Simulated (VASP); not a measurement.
Computed with TPSS meta-GGA, VASP's PBE PAW potentials (set 64) (plane waves; VASP 6.6.1).

The input files of a VASP run:

**INCAR**
```
# general
SYSTEM  = MgB2
PREC    = Accurate
ENCUT   = 520
LREAL   = .FALSE.
LASPH   = .TRUE.

# electronic loop
EDIFF   = 1E-6
NELM    = 100
ALGO    = Normal
LMIXTAU = .TRUE.

# smearing
ISMEAR  = 1
SIGMA   = 0.1

# functional
METAGGA = TPSS

# ions
IBRION  = 2
NSW     = 60
ISIF    = 3
EDIFFG  = -0.02

# output
LWAVE   = .FALSE.
LCHARG  = .FALSE.
```

POSCAR:
```
MgB2
1.0
  1.5358125382  -2.6601048583   0.0000000000
  1.5358125382   2.6601048583   0.0000000000
  0.0000000000   0.0000000000   3.4733760219
Mg B
1 2
Cartesian
  1.5358125382  -2.6601048583   0.0000000000
  1.5358125382   0.8867033928   1.7366880110
  1.5358125382  -0.8867033928   1.7366880110
```

File KPOINTS:
```
Regular mesh
0
Gamma
 10 10 8
0 0 0
```

POTCAR, in this order: Mg B (PBE.64 set). Program: vasp_std.

Output

OSZICAR:
```
       N       E                     dE             d eps       ncg     rms          rms(c)
DAV:   1     0.156383719111E+02    0.15638E+02   -0.44197E+03  1160   0.969E+02
DAV:   2    -0.173988992953E+02   -0.33037E+02   -0.31212E+02  1680   0.170E+02
DAV:   3    -0.180984223113E+02   -0.69952E+00   -0.66342E+00  1744   0.292E+01
DAV:   4    -0.181017457551E+02   -0.33234E-02   -0.30814E-02  1936   0.165E+00
DAV:   5    -0.181017554519E+02   -0.96968E-05   -0.96915E-05  1768   0.404E-02    0.448E+00
DAV:   6    -0.215334757558E+02   -0.34317E+01   -0.82885E+00  1128   0.443E+01    0.299E+00
DAV:   7    -0.210496424126E+02    0.48383E+00   -0.35173E+00  1320   0.156E+01    0.132E+00
DAV:   8    -0.214662700960E+02   -0.41663E+00   -0.72673E-01  1128   0.869E+00    0.523E-01
DAV:   9    -0.214753975638E+02   -0.91275E-02   -0.10958E-01  1320   0.387E+00    0.319E-01
DAV:  10    -0.214236309219E+02    0.51767E-01   -0.14583E-01  1168   0.462E+00    0.954E-02
DAV:  11    -0.215071726190E+02   -0.83542E-01   -0.48829E-02  1136   0.290E+00    0.612E-02
DAV:  12    -0.215067308282E+02    0.44179E-03   -0.11583E-03  1776   0.406E-01    0.669E-02
DAV:  13    -0.215070900810E+02   -0.35925E-03   -0.77743E-04  1224   0.247E-01    0.151E-02
DAV:  14    -0.215072728904E+02   -0.18281E-03   -0.20105E-04  1248   0.208E-01    0.704E-03
DAV:  15    -0.215072862524E+02   -0.13362E-04   -0.10250E-05  1472   0.490E-02    0.365E-03
DAV:  16    -0.215072869065E+02   -0.65408E-06   -0.71372E-07  1056   0.106E-02
   1 F= -.21507287E+02 E0= -.21507486E+02  d E =-.215073E+02
       N       E                     dE             d eps       ncg     rms          rms(c)
DAV:   1    -0.215085584154E+02   -0.12722E-02   -0.39899E-02  1168   0.237E+00    0.132E-01
DAV:   2    -0.215094955351E+02   -0.93712E-03   -0.44461E-04  1584   0.234E-01    0.764E-02
DAV:   3    -0.215093252098E+02    0.17033E-03   -0.21176E-03  1296   0.261E-01    0.246E-02
DAV:   4    -0.215093277765E+02   -0.25666E-05   -0.19981E-04  1264   0.905E-02    0.781E-03
DAV:   5    -0.215093045858E+02    0.23191E-04   -0.41293E-05  1288   0.499E-02    0.323E-03
DAV:   6    -0.215093271439E+02   -0.22558E-04   -0.17144E-05  1184   0.397E-02    0.110E-03
DAV:   7    -0.215093271232E+02    0.20712E-07   -0.52789E-07   832   0.801E-03
   2 F= -.21509327E+02 E0= -.21509504E+02  d E =-.204022E-02
       N       E                     dE             d eps       ncg     rms          rms(c)
DAV:   1    -0.215094544984E+02   -0.12735E-03   -0.18787E-03  1192   0.515E-01    0.287E-02
DAV:   2    -0.215095031917E+02   -0.48693E-04   -0.21781E-05  1512   0.511E-02    0.167E-02
DAV:   3    -0.215094974285E+02    0.57632E-05   -0.10887E-04  1312   0.586E-02    0.574E-03
DAV:   4    -0.215094970911E+02    0.33732E-06   -0.10990E-05  1256   0.202E-02    0.173E-03
DAV:   5    -0.215094972482E+02   -0.15710E-06   -0.14841E-06   728   0.899E-03
   3 F= -.21509497E+02 E0= -.21509680E+02  d E =-.221034E-02
       N       E                     dE             d eps       ncg     rms          rms(c)
DAV:   1    -0.215097544940E+02   -0.25740E-03   -0.45020E-03  1512   0.520E-01    0.336E-02
DAV:   2    -0.215096898381E+02    0.64656E-04   -0.12665E-04  1488   0.808E-02    0.148E-02
DAV:   3    -0.215096782825E+02    0.11556E-04   -0.94221E-05  1280   0.533E-02    0.282E-03
DAV:   4    -0.215096800502E+02   -0.17677E-05   -0.40660E-06  1280   0.174E-02    0.158E-03
DAV:   5    -0.215096801127E+02   -0.62505E-07   -0.35564E-07   696   0.666E-03
   4 F= -.21509680E+02 E0= -.21509837E+02  d E =-.182864E-03
```

### OUTCAR
```
------------------------ aborting loop because EDIFF is reached ----------------------------------------
  FORCE on cell =-STRESS in cart. coord.  units (eV):
  Direction    XX          YY          ZZ          XY          YZ          ZX
  --------------------------------------------------------------------------------------
  Total       -0.0174402     -0.0174402      0.0286297     -0.0000000     -0.0000000      0.0000000
  in kB       -0.9714390     -0.9714386      1.5947073     -0.0000000     -0.0000000      0.0000000
  external PRESSURE =      -0.1160568 kB  Pullay stress =       0.0000000 kB
  volume of cell :       28.76
      direct lattice vectors                 reciprocal lattice vectors
     1.540987960 -2.669068947 -0.000000000     0.324467168 -0.187331242 -0.000000000
     1.540987960  2.669068947 -0.000000000     0.324467168  0.187331242  0.000000000
     0.000000000 -0.000000000  3.496689280     0.000000000 -0.000000000  0.285984804
 POSITION                                       TOTAL-FORCE (eV/Angst)
 -----------------------------------------------------------------------------------
      3.08198     -0.00000     -0.00000        -0.000000      0.000000      0.000000
      1.54099      0.88969      1.74834         0.000000      0.000000     -0.000000
      1.54099     -0.88969      1.74834         0.000000     -0.000000      0.000000
 -----------------------------------------------------------------------------------
    total drift:                                0.000000      0.000000      0.000000
  FREE ENERGIE OF THE ION-ELECTRON SYSTEM (eV)
  ---------------------------------------------------
  free  energy   TOTEN  =       -21.5096801127 eV

  energy  without entropy=      -21.5101518818  energy(sigma->0) =      -21.50983737

 reached required accuracy - stopping structural energy minimisation
```
(Selected blocks of OUTCAR.)

CONTCAR:
```
MgB2
   1.00000000000000
     1.5409879602299235   -2.6690689472756608   -0.0000000000000000
     1.5409879602299235    2.6690689472756608   -0.0000000000000000
     0.0000000000000000   -0.0000000000000000    3.4966892799478599
  Mg              B
     1     2
Direct
     1.0000000000000000    1.0000000000000000    0.0000000000000000
     0.3333330000000032    0.6666669999999968    0.5000000000000000
     0.6666669999999968    0.3333330000000032    0.5000000000000000
```

The compound is MgB2 in the AlB2 type structure. This run relaxes it. Symmetry was kept, so distortions that lower it aren't found. The start is the result of an earlier pass.
